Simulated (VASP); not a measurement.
An input for Ansatz (written as the equivalent of a VASP run, and not itself run):

Ansatz 0.2 input:
```yaml
crystal:
  lattice:
    - [3.7083160, 0.0000000, 0.0000000]
    - [-1.8541580, 3.2114959, 0.0000000]
    - [0.0000000, 0.0000000, 6.6027104]
  atoms:
    - { symbol: Pt, position: [0.3333330, 0.6666670, 0.0092091] }
    - { symbol: Pt, position: [0.6666670, 0.3333330, 0.5092091] }
    - { symbol: S, position: [0.3333330, 0.6666670, 0.3657909] }
    - { symbol: S, position: [0.6666670, 0.3333330, 0.8657909] }
kpoints:
  mp_grid: { grid: [11, 11, 5] }
hamiltonian:
  xc: pbe
  pseudopotentials: { kind: paw }
scf:
  occupations: { method: tetrahedron }
  max_iter: 100
output: { forces: true, stress: true, eigenvalues: true }
```

Q: Write the VASP files for the same calculation (PBE).

A: This is not unique; one that fits is 
File KPOINTS:
```
Regular mesh
0
gamma
11 11 5
0 0 0
```

INCAR:
```
# general
SYSTEM   =  PtS
PREC     =  Accurate
ENCUT    =  400
LREAL    =  .False.
LASPH    =  .True.

# electronic loop
EDIFF    =  1E-7
NELM     =  100
ALGO     =  Normal
LMAXMIX  =  6

# smearing
ISMEAR   =  -5

# functional
GGA      =  PE

# ions
ISIF     =  2

# output
LWAVE    =  .False.
LCHARG   =  .True.
LORBIT   =  11
NEDOS    =  601

# other
LEFG     =  .True.
```

**POSCAR**
```
PtS
1
    3.7083160104    -0.0000000000     0.0000000000
   -1.8541580053     3.2114959058     0.0000000000
    0.0000000000     0.0000000000     6.6027104164
Pt S
2 2
Direct
  0.3333330000   0.6666670000   0.0092091486
  0.6666670000   0.3333330000   0.5092091486
  0.3333330000   0.6666670000   0.3657908514
  0.6666670000   0.3333330000   0.8657908514
```

POTCAR, in this order: Pt S (PBE.64 set). Program: vasp_std.

Limits of the translation: each code has its own PAW files, so the cut-off isn't converted (ENCUT is set for VASP's; basis.ecutwfc is left out, and Ansatz then takes the one that its files recommend); Ansatz stops its SCF on the density residual and VASP on the energy change (EDIFF); the field gradients of LEFG aren't asked of the other code.

The structure was generated: PtS was put into the wurtzite type (P6_3mc), which need not be its known phase. It was relaxed first, which changed the volume by -9 %.
